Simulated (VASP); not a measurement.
TiN (rock salt): computed properties

All values below come from PBEsol GGA, VASP's PBE PAW potentials (set 64) (plane waves; VASP).

```
Quantity                                                               Value
----------------------------------  ----------------------------------------
space group                                                      Fm-3m (225)
cell                                a = b = c = 4.2063 Å, α = β = γ = 90.00°
volume per atom                                                9.30 Å^3/atom
band gap (over mesh and band path)  none (metal, semimetal or under 0.01 eV)
band gap with spin-orbit coupling                            none (metallic)
density                                                           5.52 g/cm³
```

Space group Fm-3m (No. 225); a = 4.2063 Å, b = 4.2063 Å, c = 4.2063 Å, α = 90.00°, β = 90.00°, γ = 90.00°

```tsv
atom	site	symmetry	x	y	z
Ti	4a	m-3m	0.0000	0.0000	0.0000
N	4b	m-3m	0.5000	0.5000	0.5000
```
(The calculation used a cell of 2 atoms; values per cell refer to that cell.)

Measured: a 4.239 Å (computed value off by -0.8 %), as given by Guo-Xu Zhang et al., New Journal of Physics (2018), doi:10.1088/1367-2630/aac7f0. The calculation is for a static lattice, while the measured a holds thermal and zero-point effects, which are part of the difference.

The compound is TiN in the rock salt structure. It was relaxed first. Symmetry was kept, so distortions that lower it aren't found. The electron count is odd and the run is not spin-polarised, which forces a metal.
